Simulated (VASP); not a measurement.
OSZICAR of a VASP run on GaP (space group F-43m):

### OSZICAR
```
       N       E                     dE             d eps       ncg     rms          rms(c)
DAV:   1     0.613947536923E+02    0.61395E+02   -0.73166E+03   934   0.149E+03
DAV:   2    -0.592494862999E+01   -0.67320E+02   -0.64703E+02   975   0.254E+02
DAV:   3    -0.101400441922E+02   -0.42151E+01   -0.42003E+01  1150   0.617E+01
DAV:   4    -0.102086246114E+02   -0.68580E-01   -0.68559E-01  1109   0.831E+00
DAV:   5    -0.102103139508E+02   -0.16893E-02   -0.16893E-02  1192   0.102E+00    0.429E+00
DAV:   6    -0.996333165834E+01    0.24698E+00   -0.43605E-01  1444   0.139E+01    0.274E+00
DAV:   7    -0.992265492849E+01    0.40677E-01   -0.99245E-02  1223   0.266E+00    0.102E+00
DAV:   8    -0.991970480340E+01    0.29501E-02   -0.13289E-02  1080   0.162E+00    0.165E-01
DAV:   9    -0.991984392707E+01   -0.13912E-03   -0.11023E-03  1288   0.550E-01    0.659E-02
DAV:  10    -0.991986329083E+01   -0.19364E-04   -0.63684E-05  1191   0.818E-02    0.264E-02
DAV:  11    -0.991988895440E+01   -0.25664E-04   -0.26642E-05  1025   0.614E-02    0.382E-03
DAV:  12    -0.991988884193E+01    0.11247E-06   -0.13686E-06   828   0.185E-02
   1 F= -.99198888E+01 E0= -.99198888E+01  d E =-.554440E-24
```

Question: Which electronic solver shows in the log?

Answer: It is blocked Davidson (ALGO = Normal, or the opening steps of other solvers). The INCAR had ALGO = Normal.

Question: Can the final energy be trusted as converged?

Answer: Self-consistency was reached. It stopped with EDIFF = 1E-6, NELM = 100 (PBEsol GGA, plane waves, VASP's PBE PAW potentials (set 64)).

The structure comes from a computed database's GaP entry; how it stands against other phases isn't given here. The cell was not relaxed at this level.
